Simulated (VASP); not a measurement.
All values below come from PBEsol GGA, VASP's PBE PAW potentials (set 64) (plane waves; VASP).

VASP ran on this input.

KPOINTS:
```
Automatic mesh
0
Gamma
13 13 10
0 0 0
```

**POSCAR**
```
MgB2
1
    1.5358125382    -2.6601048583     0.0000000000
    1.5358125382     2.6601048583     0.0000000000
    0.0000000000     0.0000000000     3.4733760219
Mg B
1 2
Direct
  0.0000000000   0.0000000000   0.0000000000
  0.3333330000   0.6666670000   0.5000000000
  0.6666670000   0.3333330000   0.5000000000
```

### INCAR
```
! general
SYSTEM = MgB2
PREC   = Accurate
ENCUT  = 520   ! plane-wave cut-off (eV)
LREAL  = .FALSE.
LASPH  = .TRUE.   ! aspherical one-centre terms

! electronic loop
EDIFF  = 1E-7   ! SCF stop (eV)
NELM   = 100   ! most electronic steps
ALGO   = Normal

! smearing
ISMEAR = -5   ! tetrahedra, Bloechl

! functional
GGA    = PS   ! PBEsol

! ions
ISIF   = 2

! output
LWAVE  = .FALSE.
LCHARG = .TRUE.
LORBIT = 11   ! lm-projected
NEDOS  = 601   ! DOS grid
```

POTCAR, in this order: Mg B (PBE.64 set). Program: vasp_std.

The run wrote:

OUTCAR:
```
 ion  position               nearest neighbor table
   1  0.000  0.000  0.000-   2 2.48   3 2.48   2 2.48   3 2.48   3 2.48   3 2.48   2 2.48   2 2.48
                             3 2.48   3 2.48   2 2.48   2 2.48
   2  0.333  0.667  0.500-   3 1.77   3 1.77   3 1.77   1 2.48   1 2.48   1 2.48   1 2.48   1 2.48
                             1 2.48
   3  0.667  0.333  0.500-   2 1.77   2 1.77   2 1.77   1 2.48   1 2.48   1 2.48   1 2.48   1 2.48
                             1 2.48
  LATTYP: Found a hexagonal cell.
 ALAT       =     3.0716246531
 C/A-ratio  =     1.1307944212
 Subroutine PRICEL returns:
 Original cell was already a primitive cell.
 Subroutine GETGRP returns: Found 24 space group operations
The static configuration has the point symmetry D_6h.
The dynamic configuration has the point symmetry D_6h.
 Subroutine INISYM returns: Found 24 space group operations
 Subroutine IBZKPT returns following result:
 Found    126 irreducible k-points:

 Following reciprocal coordinates:
            Coordinates               Weight
  0.000000  0.000000  0.000000      1.000000
  0.076923 -0.000000  0.000000      6.000000
  0.153846 -0.000000  0.000000      6.000000
  0.230769 -0.000000  0.000000      6.000000
...
```

OSZICAR:
```
       N       E                     dE             d eps       ncg     rms          rms(c)
DAV:   1     0.435684510759E+01    0.43568E+01   -0.40105E+03  2176   0.849E+02
DAV:   2    -0.175379107505E+02   -0.21895E+02   -0.21271E+02  3000   0.110E+02
DAV:   3    -0.178038158630E+02   -0.26591E+00   -0.26619E+00  2496   0.143E+01
DAV:   4    -0.178042826672E+02   -0.46680E-03   -0.47010E-03  3264   0.547E-01
DAV:   5    -0.178042830497E+02   -0.38249E-06   -0.40429E-06  2536   0.994E-03    0.519E+00
DAV:   6    -0.164611108213E+02    0.13432E+01   -0.22337E+00  2248   0.817E+00    0.251E+00
DAV:   7    -0.162310439655E+02    0.23007E+00   -0.11770E+00  2408   0.584E+00    0.739E-01
DAV:   8    -0.162279510706E+02    0.30929E-02   -0.10829E-01  2304   0.212E+00    0.390E-01
DAV:   9    -0.162212008055E+02    0.67503E-02   -0.25281E-02  2344   0.870E-01    0.520E-02
DAV:  10    -0.162214084211E+02   -0.20762E-03   -0.96348E-04  2944   0.216E-01    0.219E-02
DAV:  11    -0.162213112732E+02    0.97148E-04   -0.76805E-05  2240   0.559E-02    0.362E-03
DAV:  12    -0.162213322706E+02   -0.20997E-04   -0.45781E-06  2352   0.132E-02    0.970E-04
DAV:  13    -0.162213300209E+02    0.22497E-05   -0.87534E-08  2304   0.245E-03    0.275E-04
DAV:  14    -0.162213289292E+02    0.10917E-05   -0.14573E-08  1392   0.781E-04    0.582E-05
DAV:  15    -0.162213287908E+02    0.13837E-06   -0.64846E-10  1208   0.228E-04    0.105E-05
DAV:  16    -0.162213287133E+02    0.77473E-07   -0.11590E-10  1152   0.830E-05
   1 F= -.16221329E+02 E0= -.16221329E+02  d E =0.000000E+00
```

**OUTCAR**
```
------------------------ aborting loop because EDIFF is reached ----------------------------------------
  FORCE on cell =-STRESS in cart. coord.  units (eV):
  Direction    XX          YY          ZZ          XY          YZ          ZX
  --------------------------------------------------------------------------------------
  Total       -0.1848445     -0.1848444      0.3268153      0.0000000     -0.0000000      0.0000000
  in kB      -10.4351398    -10.4351359     18.4499096      0.0000000     -0.0000000      0.0000000
  external PRESSURE =      -0.8067887 kB  Pullay stress =       0.0000000 kB
  volume of cell :       28.38
      direct lattice vectors                 reciprocal lattice vectors
     1.535812538 -2.660104858  0.000000000     0.325560567 -0.187962515  0.000000000
     1.535812538  2.660104858  0.000000000     0.325560567  0.187962515  0.000000000
     0.000000000  0.000000000  3.473376022     0.000000000  0.000000000  0.287904331
 POSITION                                       TOTAL-FORCE (eV/Angst)
 -----------------------------------------------------------------------------------
      0.00000      0.00000      0.00000         0.000000     -0.000000      0.000000
      1.53581      0.88670      1.73669         0.000000      0.000000      0.000000
      1.53581     -0.88670      1.73669        -0.000000     -0.000000      0.000000
 -----------------------------------------------------------------------------------
    total drift:                                0.000000     -0.000000      0.000000
  FREE ENERGIE OF THE ION-ELECTRON SYSTEM (eV)
  ---------------------------------------------------
  free  energy   TOTEN  =       -16.2213287133 eV

  energy  without entropy=      -16.2213287133  energy(sigma->0) =      -16.22132871

 total charge

# of ion       s       p       d       tot
------------------------------------------
    1        0.161   0.184   0.060   0.406
    2        0.686   1.242   0.000   1.928
    3        0.686   1.242   0.000   1.928
--------------------------------------------------
tot          1.534   2.668   0.060   4.262
```
(Selected blocks of OUTCAR.)

File OUTCAR:
```
 val. band max:        5.3355204446   @ k =   0.0769   0.0769   0.5000

 cond. band min:       5.1723581434   @ k =   0.4615   0.0769   0.3000


 Fermi energy:         5.3108035530

 k-point     1 :       0.0000    0.0000    0.0000
  band No.  band energies     occupation
      1      -7.1664      2.00000
      2       2.4865      2.00000
      3       5.7158     -0.50574
      4       5.7158      0.00000
      5       7.2021      0.00000
      6      11.6454      0.00000
      7      11.6454      0.00000
      8      13.5674      0.00000

 k-point     2 :       0.0769   -0.0000    0.0000
  band No.  band energies     occupation
      1      -7.0628      2.00000
      2       2.5871      2.00000
      3       5.1829      1.82137
      4       5.4654      0.52978
      5       7.2892      0.00000
      6      11.5887      0.00000
      7      12.1061      0.00000
      8      13.7929      0.00000

 k-point     3 :       0.1538   -0.0000    0.0000
  band No.  band energies     occupation
      1      -6.7530      2.00000
      2       2.8870      2.00000
      3       3.9030      2.00000
      4       4.8956      2.04545
      5       7.5621      0.00000
      6      11.2799      0.00000
      7      13.2989      0.00000
      8      14.0811      0.00000

 k-point     4 :       0.2308   -0.0000    0.0000
  band No.  band energies     occupation
      1      -6.2401      2.00000
      2       2.3366      2.00000
      3       3.3789      2.00000
      4       4.2720      2.00000
      5       8.0002      0.00000
      6      10.8518      0.00000
      7      12.6887      0.00000
      8      14.7701      0.00000

 k-point     5 :       0.3077   -0.0000    0.0000
  band No.  band energies     occupation
      1      -5.5297      2.00000
      2       0.7304      2.00000
      3       3.7397      2.00000
      4       4.0444      2.00000
      5       8.5345      0.00000
      6      10.5247      0.00000
      7      11.1681      0.00000
...
```

For a metal the tetrahedron method with Blöchl corrections gives inexact stress and forces.

The compound is MgB2 in the AlB2 type structure. It was relaxed first.
